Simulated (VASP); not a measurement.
A run of VASP 6.6.1 is set up as follows.

INCAR

```
SYSTEM = LiPb
  PREC = Accurate
  ENCUT = 520
  EDIFF = 1E-7
  ISMEAR = 0
  SIGMA = 0.1
  LREAL = .False.
  LASPH = .True.
  NELM = 60
  ALGO = Fast
  ISIF = 2
  LWAVE = .False.
  LCHARG = .True.
  LELF = .True.
  LVHAR = .True.
  NBANDS = 16
```

File KPOINTS:

```
regular mesh
0
Gamma
  12 12 12
  0 0 0
```

The input POSCAR:

```
LiPb
1.0
    3.4644442461      0.0000000000      0.0000000000
    0.0000000000      3.4644442461      0.0000000000
    0.0000000000      0.0000000000      3.4644442461
Li Pb
1 1
Direct
    0.5000000000      0.5000000000      0.5000000000
    0.0000000000      0.0000000000      0.0000000000
```

Potentials or basis: VASP PAW LDA potentials, release 64 (Li_sv, Pb_d).

Launch:

```sh
$ cat potpaw_LDA.64/Li_sv/POTCAR potpaw_LDA.64/Pb_d/POTCAR > POTCAR
$ mpirun -np 1 vasp_std > vasp.out
```

Q: What does it give for the band gap on the k mesh?

A: None (metal or under the smearing width).

 Spin-orbit coupling is left out, which matters for the levels of Pb.
